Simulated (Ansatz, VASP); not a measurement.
**Sc2Si3 in VASP and in Ansatz**

```
Sc Si
1.0
     6.40459    0.00000    0.00000
     0.00000    2.04131    3.52910
     0.00000   -2.04131    3.52910
Sc Si
2 3
Direct
  0.23622 0.00004 0.00004
  0.76378 0.00004 0.00004
  0.50000 0.33318 0.33318
  0.00000 0.33340 0.33340
  0.50000 0.66665 0.66665
```

The cell comes from a database or a generator and needn't be the stable form of this composition.

Alike in both runs: task single point; functional PBE; k mesh 4 × 8 × 8; occupations fermi-dirac, width 0.05 eV; no spin polarisation.

|  | VASP | Ansatz |
| --- | --- | --- |
| version | VASP 6.6.1 | Ansatz 0.2.0 |
| potentials or method | VASP PAW PBE potentials, release 64 (Sc_sv, Si) | Ansatz PAW |
| plane-wave cutoff (eV) | 520 | 420 |
| valence electrons in the cell | 34 | 34 |

VASP gave:

| Property | Result |
| --- | --- |
| gap on the k mesh at the Fermi level (eV) | none |
| pressure (GPa) | -0.1 |
| largest component of the traceless stress (GPa) | 0.10 |
| rms of the force components (eV/Å) | 0.035 |

Question: What did Ansatz give for the same quantities?

Answer: gap on the k mesh at the Fermi level (eV): none; pressure (GPa): -0.1; largest component of the traceless stress (GPa): 0.08; rms of the force components (eV/Å): 0.036.

Atom by atom the forces differ by 0.002 eV/Å (rms over components). A gap of «none» marks a metal or a gap that the smearing closes.
